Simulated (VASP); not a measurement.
A VASP calculation is set up with these files.

KPOINTS:
```
Automatic mesh
0
Gamma
14 14 14
0 0 0
```

**INCAR**
```
SYSTEM=NbN
PREC=Accurate; ENCUT=600; LREAL=F
LASPH=T
EDIFF=1E-7; NELM=100; ALGO=Normal
LMAXMIX=4
ISMEAR=1; SIGMA=0.1
GGA=PS
ISIF=2
LWAVE=F; LCHARG=F
```

File POSCAR:
```
NbN
1
    0.0000000000     2.1886747133     2.1886747133
    2.1886747133    -0.0000000000     2.1886747133
    2.1886747133     2.1886747133     0.0000000000
Nb N
1 1
Direct
  0.9942887813   0.0057112187  -0.0057112187
  0.5000000000   0.5000000000   0.5000000000
```

POTCAR, in this order: Nb_sv N (PBE.64 set). Program: vasp_std.

Task: Write an equivalent input for Ansatz.

Result: One equivalent input (not run):
Ansatz 0.2 input:
```yaml
crystal:
  lattice:
    - [0.0000000, 2.1886747, 2.1886747]
    - [2.1886747, 0.0000000, 2.1886747]
    - [2.1886747, 2.1886747, 0.0000000]
  atoms:
    - { symbol: Nb, position: [0.9942888, 0.0057112, -0.0057112] }
    - { symbol: N, position: [0.5000000, 0.5000000, 0.5000000] }
kpoints:
  mp_grid: { grid: [14, 14, 14] }
hamiltonian:
  xc: pbesol
  pseudopotentials: { kind: paw }
scf:
  occupations: { method: methfessel_paxton, width: 0.1 }
  max_iter: 100
output: { forces: true, stress: true, eigenvalues: true }
```
Limits of the translation: each code has its own PAW files, so the cut-off isn't converted (ENCUT is set for VASP's; basis.ecutwfc is left out, and Ansatz then takes the one that its files recommend); Ansatz stops its SCF on the density residual and VASP on the energy change (EDIFF).

The compound is NbN in the rock salt structure, the cubic δ form, which competes with hexagonal ones. This cell was strained or had an atom moved on purpose.
